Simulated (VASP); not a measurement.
# HfIn2Se5 (P-3m1) in VASP: density of states with PBE

Aim: the density of states of HfIn2Se5 with PBE.

All numbers are computed with VASP 6.6.1; they aren't measurements. Logs are shortened: lines on timing, memory, paths and dates and some standing lists are left out, and cuts for length are marked.

## Step 1: The crystal as given

It takes space group P-3m1 (No. 164, trigonal). The conventional cell has a = 3.917 Å, b = 3.917 Å, c = 17.526 Å, α = 90.00°, β = 90.00°, γ = 120.00°. Hf (site symmetry -3m) has 6 Se at 2.72 Å as nearest neighbours. In (site symmetry 3m) has 6 Se at 2.65 to 2.96 Å as nearest neighbours. Se (site symmetry 3m) is surrounded by 3 Hf at 2.72 Å. Se (site symmetry 3m) is surrounded by 3 In at 2.65 Å. Se (site symmetry -3m) is surrounded by 6 In at 2.96 Å.

The cell was built by a generator and needn't be a form met in nature.

## Step 2: Density of states, PBE

File POSCAR:

```
HfIn2Se5
1.0
    3.9172990000      0.0000000000      0.0000000000
   -1.9586500000      3.3924810000      0.0000000000
    0.0000000000      0.0000000000     17.5258800000
Hf In Se
1 2 5
Direct
    0.0000000000      0.0000000000      0.0000000000
    0.3333330000      0.6666670000      0.3913870000
    0.6666670000      0.3333330000      0.6086130000
    0.6666670000      0.3333330000      0.9140970000
    0.3333330000      0.6666670000      0.0859030000
    0.6666670000      0.3333330000      0.3120720000
    0.3333330000      0.6666670000      0.6879280000
    0.0000000000      0.0000000000      0.5000000000
```

File INCAR.step1:

```
SYSTEM = HfIn2Se5
  ALGO = Normal
  EDIFF = 1E-6
  ENCUT = 520
  GGA = PE
  ISIF = 2
  ISMEAR = 0
  KPAR = 4
  LASPH = .True.
  LCHARG = .True.
  LMAXMIX = 4
  LREAL = .False.
  LWAVE = .False.
  NELM = 80
  PREC = Accurate
  SIGMA = 0.1
```

File KPOINTS.step1:

```
k-points
0
Gamma
  10 10 2
  0 0 0
```

File INCAR.step2:

```
SYSTEM = HfIn2Se5
  ALGO = Normal
  EDIFF = 1E-6
  ENCUT = 520
  GGA = PE
  ICHARG = 11
  ISIF = 2
  ISMEAR = -5
  KPAR = 4
  LASPH = .True.
  LCHARG = .False.
  LMAXMIX = 4
  LORBIT = 11
  LREAL = .False.
  LWAVE = .False.
  NEDOS = 2001
  NELM = 80
  PREC = Accurate
  SIGMA = 0.1
```

File KPOINTS.step2:

```
k-points
0
Gamma
  15 15 3
  0 0 0
```

Potentials or basis: VASP PAW PBE potentials, release 64 (Hf_pv, In_d, Se).

The run is started by

```
$ cat potpaw_PBE.64/Hf_pv/POTCAR potpaw_PBE.64/In_d/POTCAR potpaw_PBE.64/Se/POTCAR > POTCAR
$ cp INCAR.step1 INCAR
$ cp KPOINTS.step1 KPOINTS
$ mpirun -np 4 vasp_std > vasp.out
$ cp INCAR.step2 INCAR
$ cp KPOINTS.step2 KPOINTS
$ mpirun -np 4 vasp_std > vasp.out
```

OUTCAR:

```text
SYSTEM = HfIn2Se5
   EDIFF = 1E-6
   ENCUT = 520
   GGA = PE
   ICHARG = 11
   ISIF = 2
   ISMEAR = -5
   LASPH = .True.
   LORBIT = 11
   LREAL = .False.
   NELM = 80
   PREC = Accurate

 ion  position               nearest neighbor table
   1  0.000  0.000  0.000-   4 2.72   5 2.72   4 2.72   5 2.72   4 2.72   5 2.72
   2  0.333  0.667  0.391-   6 2.65   6 2.65   6 2.65   8 2.96   8 2.96   8 2.96
   3  0.667  0.333  0.609-   7 2.65   7 2.65   7 2.65   8 2.96   8 2.96   8 2.96
   4  0.667  0.333  0.914-   1 2.72   1 2.72   1 2.72
   5  0.333  0.667  0.086-   1 2.72   1 2.72   1 2.72
   6  0.667  0.333  0.312-   2 2.65   2 2.65   2 2.65
   7  0.333  0.667  0.688-   3 2.65   3 2.65   3 2.65
   8  0.000  0.000  0.500-   2 2.96   3 2.96   3 2.96   2 2.96   3 2.96   2 2.96

  LATTYP: Found a hexagonal cell.
 ALAT       =     3.9172990000
 C/A-ratio  =     4.4739704577

  Lattice vectors:

 A1 = (   3.9172990000,   0.0000000000,   0.0000000000)
 A2 = (  -1.9586500000,   3.3924810000,   0.0000000000)
 A3 = (   0.0000000000,   0.0000000000,  17.5258800000)

Analysis of symmetry for initial positions (statically):
=====================================================================
 Subroutine PRICEL returns:
 Original cell was already a primitive cell.

 Routine SETGRP: Setting up the symmetry group for a
 hexagonal supercell.

 Subroutine GETGRP returns: Found 12 space group operations
 (whereof 12 operations were pure point group operations)
 out of a pool of 24 trial point group operations.

The static configuration has the point symmetry D_3d.

Analysis of symmetry for dynamics (positions and initial velocities):
=====================================================================
 Subroutine PRICEL returns:
 Original cell was already a primitive cell.

 Routine SETGRP: Setting up the symmetry group for a
 hexagonal supercell.

 Subroutine GETGRP returns: Found 12 space group operations
 (whereof 12 operations were pure point group operations)
 out of a pool of 24 trial point group operations.

The dynamic configuration has the point symmetry D_3d.

 Subroutine INISYM returns: Found 12 space group operations
 (whereof 12 operations are pure point group operations),
 and found     1 'primitive' translations

----------------------------------------------------------------------------------------

                                     Primitive cell

  volume of cell :     232.9078

  direct lattice vectors                    reciprocal lattice vectors
     3.917299000  0.000000000  0.000000000     0.255277935  0.147384798  0.000000000
    -1.958650000  3.392481000  0.000000000     0.000000000  0.294769521  0.000000000
     0.000000000  0.000000000 17.525880000     0.000000000  0.000000000  0.057058476

  length of vectors
     3.917299000  3.917299728 17.525880000     0.294769576  0.294769521  0.057058476

  position of ions in fractional coordinates (direct lattice)
     0.000000000  0.000000000  0.000000000
     0.333333000  0.666667000  0.391387000
     0.666667000  0.333333000  0.608613000
     0.666667000  0.333333000  0.914097000
     0.333333000  0.666667000  0.085903000
     0.666667000  0.333333000  0.312072000
     0.333333000  0.666667000  0.687928000
     0.000000000  0.000000000  0.500000000

  ion indices of the primitive-cell ions
   primitive index   ion index
                 1           1
                 2           2
                 3           3
                 4           4
                 5           5
                 6           6
                 7           7
                 8           8

----------------------------------------------------------------------------------------

 KPOINTS: k-points

Automatic generation of k-mesh.
 Grid dimensions read from file:
 generate k-points for:   15   15    3

 Generating k-lattice:

  Cartesian coordinates                     Fractional coordinates (reciprocal lattice)
     0.017018529  0.009825653  0.000000000     0.066666667  0.000000000  0.000000000
     0.000000000  0.019651301  0.000000000     0.000000000  0.066666667  0.000000000
     0.000000000  0.000000000  0.019019492     0.000000000  0.000000000  0.333333333

  Length of vectors
     0.019651305  0.019651301  0.019019492

  Shift w.r.t. Gamma in fractional coordinates (k-lattice)
     0.000000000  0.000000000  0.000000000

 TETIRR: Found    942 inequivalent tetrahedra from     4050

 Subroutine IBZKPT returns following result:
 ===========================================

 Found     73 irreducible k-points:

 Following reciprocal coordinates:
            Coordinates               Weight
  0.000000  0.000000  0.000000      1.000000
  0.066667  0.000000  0.000000      6.000000
  0.133333  0.000000  0.000000      6.000000
  0.200000  0.000000  0.000000      6.000000
  0.266667  0.000000  0.000000      6.000000
  0.333333  0.000000  0.000000      6.000000
[... 16 lines left out ...]
  0.333333  0.200000  0.000000     12.000000
  0.400000  0.200000  0.000000      6.000000
 [... further k-points ...]
   k-points           NKPTS =     73   k-points in BZ     NKDIM =     73   number of bands    NBANDS=     39
   number of dos      NEDOS =   2001   number of ions     NIONS =      8
   total plane-waves  NPLWV = 126000
   dimension x,y,z NGX =    30 NGY =   30 NGZ =  140
   dimension x,y,z NGXF=    60 NGYF=   60 NGZF=  280
   ions per type =               1   2   5
   NGX,Y,Z   is equivalent  to a cutoff of  12.73, 12.73, 13.28 a.u.
   NGXF,Y,Z  is equivalent  to a cutoff of  25.46, 25.46, 26.56 a.u.
 SYSTEM =  HfIn2Se5
   PREC   = accura    normal or accurate (medium, high low for compatibility)
   ISTART =      0    job   : 0-new  1-cont  2-samecut
   ICHARG =     11    charge: 1-file 2-atom 10-const
   ISPIN  =      1    spin polarized calculation?
   LNONCOLLINEAR =      F non collinear calculations
   LSORBIT =      F    spin-orbit coupling
   LASPH  =      T    aspherical Exc in radial PAW
   ENCUT  =  520.0 eV  38.22 Ry    6.18 a.u.   7.28  7.28 32.59*2*pi/ulx,y,z
   NELM   =     80;   NELMIN=  2; NELMDL=  0     # of ELM steps
   EDIFF  = 0.1E-05   stopping-criterion for ELM
   LREAL  =      F    real-space projection
   EDIFFG = 0.1E-04   stopping-criterion for IOM
   NSW    =      0    number of steps for IOM
   IBRION =     -1    ionic relax: 0-MD 1-quasi-New 2-CG
   NFREE  =      0    steps in history (QN), initial steepest desc. (CG)
   ISIF   =      2    stress and relaxation
   ISYM   =      2    0-nonsym 1-usesym 2-fastsym
   POTIM  = 0.5000    time-step for ionic-motion
   TEBEG  =    0.0;   TEEND  =   0.0 temperature during run
   PSTRESS=    0.0 pullay stress
   NELECT =      66.0000    total number of electrons
   NUPDOWN=      -1.0000    fix difference up-down
   EMIN   =  10.00;   EMAX   =-10.00  energy-range for DOS
   EFERMI =   0.00;   METHOD = LEGACY
   ISMEAR =    -5;   SIGMA  =   0.10  broadening in eV -4-tet -1-fermi 0-gaus
   EFERMI_NEDOS =   21; number of points for ismear=-14 and -15
   IALGO  =     38    algorithm
   IMIX   =      4    mixing-type and parameters
     AMIX     =   0.40;   BMIX     =  1.00
     AMIX_MAG =   1.60;   BMIX_MAG =  1.00
  volume/ion in A,a.u.               =      29.11       196.47
  Fermi-wavevector in a.u.,A,eV,Ry     =   1.075296  2.032015 15.731901  1.156262
  Thomas-Fermi vector in A             =   2.211149
   LORBIT       =     11    0 simple, 1 ext, 2 COOP (PROOUT), +10 PAW based schemes
   GGA     = PE    functional components
   LHFCALC =     F    Hartree Fock is set to
   AEXX    =    0.0000 exact exchange contribution
   IVDW    =     0    specifies the selected vdW correction
   LEPSILON=     F    determine dielectric tensor
   LRPA    =     F    only Hartree local field effects (RPA)
 non-spin polarized calculation
 Fermi weights with tetrahedron method with Bloechl corrections
  energy-cutoff  :      520.00
  volume of cell :      232.91
 maximum number of plane-waves:      6311
 NGX is ok and might be reduce to    30

 number of electron      65.9999997 magnetization

 Free energy of the ion-electron system (eV)
  ---------------------------------------------------
  ext. energy  EPLUGINS =         0.00000000
  ---------------------------------------------------
  free energy    TOTEN  =       -38.87691937 eV

  energy without entropy =      -38.87691937  energy(sigma->0) =      -38.87691937

 E-fermi :   2.4631     XC(G=0):  -8.7329

 val. band max:        2.4625201245   @ k =   0.0000   0.0000   0.0000
 cond. band min:       2.7337637798   @ k =   0.4667   0.0000   0.0000
 fundamental gap:      0.2712436553
 Fermi energy:         2.4630556414

 k-point     1 :       0.0000    0.0000    0.0000
  band No.  band energies     occupation
      1     -28.8188      2.00000
      2     -28.7467      2.00000
      3     -28.7467      2.00000
      4     -11.6160      2.00000
      5     -11.6160      2.00000
      6     -11.6049      2.00000
[... 31 lines left out ...]
     38       5.3162      0.00000
     39       5.7519      0.00000

 k-point     2 :       0.0667    0.0000    0.0000
  band No.  band energies     occupation
      1     -28.8181      2.00000
      2     -28.7502      2.00000
      3     -28.7475      2.00000
      4     -11.6441      2.00000
      5     -11.6294      2.00000
      6     -11.6135      2.00000
[... 31 lines left out ...]
     38       5.4882      0.00000
     39       6.0476      0.00000

 k-point     3 :       0.1333    0.0000    0.0000
  band No.  band energies     occupation
      1     -28.8161      2.00000
      2     -28.7601      2.00000
      3     -28.7497      2.00000
      4     -11.7043      2.00000
      5     -11.6769      2.00000
      6     -11.6071      2.00000
[... 31 lines left out ...]
     38       5.4193      0.00000
     39       6.5613      0.00000

 k-point     4 :       0.2000    0.0000    0.0000
  band No.  band energies     occupation
      1     -28.8132      2.00000
      2     -28.7747      2.00000
      3     -28.7531      2.00000
      4     -11.7810      2.00000
      5     -11.7349      2.00000
      6     -11.6001      2.00000
[... 31 lines left out ...]
     38       5.4760      0.00000
     39       6.5745      0.00000
[... 754 lines left out ...]
     38       5.4913      0.00000
     39       6.8387      0.00000

 k-point    23 :       0.3333    0.2000    0.0000
  band No.  band energies     occupation
      1     -28.8159      2.00000
      2     -28.8019      2.00000
      3     -28.7807      2.00000
      4     -11.9364      2.00000
      5     -11.8853      2.00000
      6     -11.7000      2.00000
[... 31 lines left out ...]
     38       5.4533      0.00000
     39       7.1082      0.00000

 k-point    24 :       0.4000    0.2000    0.0000
  band No.  band energies     occupation
      1     -28.8176      2.00000
      2     -28.8012      2.00000
      3     -28.7826      2.00000
      4     -11.9426      2.00000
      5     -11.8901      2.00000
      6     -11.7066      2.00000
[... 31 lines left out ...]
     38       5.4951      0.00000
     39       6.9946      0.00000

 [... further k-points ...]

------------------------ aborting loop because EDIFF is reached ----------------------------------------

  FORCE on cell =-STRESS in cart. coord.  units (eV):
  Direction    XX          YY          ZZ          XY          YZ          ZX
  --------------------------------------------------------------------------------------
  -------------------------------------------------------------------------------------
  Total        0.0060669      0.0060669      0.0216882     -0.0000000      0.0000000     -0.0000000
  in kB        0.0417346      0.0417346      0.1491938     -0.0000000      0.0000000     -0.0000000
  external PRESSURE =       0.0775543 kB  Pullay stress =       0.0000000 kB

 VOLUME and BASIS-vectors are now :
 -----------------------------------------------------------------------------
  energy-cutoff  :      520.00
  volume of cell :      232.91
      direct lattice vectors                 reciprocal lattice vectors
     3.917299000  0.000000000  0.000000000     0.255277935  0.147384798  0.000000000
    -1.958650000  3.392481000  0.000000000     0.000000000  0.294769521  0.000000000
     0.000000000  0.000000000 17.525880000     0.000000000  0.000000000  0.057058476

 POSITION                                       TOTAL-FORCE (eV/Angst)
 -----------------------------------------------------------------------------------
      0.00000      0.00000      0.00000        -0.000000      0.000000      0.000000
     -0.00000      2.26166      6.85940        -0.000000     -0.000000      0.002156
      1.95865      1.13083     10.66648        -0.000000      0.000000     -0.002156
      1.95865      1.13083     16.02035         0.000000     -0.000000     -0.002539
     -0.00000      2.26166      1.50553        -0.000000      0.000000      0.002539
      1.95865      1.13083      5.46934         0.000000     -0.000000     -0.003327
     -0.00000      2.26166     12.05654        -0.000000      0.000000      0.003327
      0.00000      0.00000      8.76294        -0.000000      0.000000      0.000000
 -----------------------------------------------------------------------------------
    total drift:                                0.000000      0.000000      0.000000

  FREE ENERGIE OF THE ION-ELECTRON SYSTEM (eV)
  ---------------------------------------------------
  free  energy   TOTEN  =       -38.8769193698 eV

  energy  without entropy=      -38.8769193698  energy(sigma->0) =      -38.87691937

 total charge

# of ion       s       p       d       tot
------------------------------------------
    1        0.301   6.423   1.343   8.068
    2        0.781   0.598   9.922  11.300
    3        0.781   0.598   9.922  11.300
    4        1.456   2.406   0.024   3.886
    5        1.456   2.406   0.024   3.886
    6        1.475   2.335   0.022   3.833
    7        1.475   2.335   0.022   3.833
    8        1.469   2.335   0.020   3.823
--------------------------------------------------
tot          9.195  19.435  21.300  49.930
```

Run time: 2.2 min. Hardware: 4 MPI ranks of AMD EPYC 9R45 (Zen 5), shared host; peak memory 0.73 GiB.

Results:

- Valence electrons inside the program's atomic spheres: Hf 8.07; In 11.30; Se 3.89, 3.83, 3.82

States per cell in windows of 1 eV (zero at the valence-band top; states under -8 eV left out):
```tsv
from (eV)	total	Hf1_d	Se6_p	Se7_p	Se8_p	Se4_p	Se5_p
-8.0	0.00	0.00	0.00	0.00	0.00	0.00	0.00
-7.0	0.00	0.00	0.00	0.00	0.00	0.00	0.00
-6.0	2.60	0.00	0.14	0.14	0.22	0.00	0.00
-5.0	2.01	0.03	0.10	0.10	0.12	0.09	0.09
-4.0	4.93	0.23	0.16	0.16	0.27	0.50	0.50
-3.0	6.85	0.67	0.39	0.39	0.43	0.70	0.70
-2.0	7.88	0.28	0.80	0.80	0.52	0.67	0.67
-1.0	5.90	0.08	0.74	0.74	0.75	0.44	0.44
0.0	0.44	0.00	0.04	0.04	0.02	0.00	0.00
1.0	2.96	1.00	0.11	0.11	0.10	0.07	0.07
2.0	4.77	1.44	0.22	0.22	0.25	0.11	0.11
3.0	2.17	1.12	0.03	0.03	0.02	0.05	0.05
4.0	1.59	0.33	0.04	0.04	0.01	0.02	0.02
5.0	0.00	0.00	0.00	0.00	0.00	0.00	0.00
```

Caveat: this functional lacks dispersion, which binds the layers, so the pressure and a relaxed spacing across them are unreliable. Spin-orbit coupling is left out, which matters for the levels of Hf.
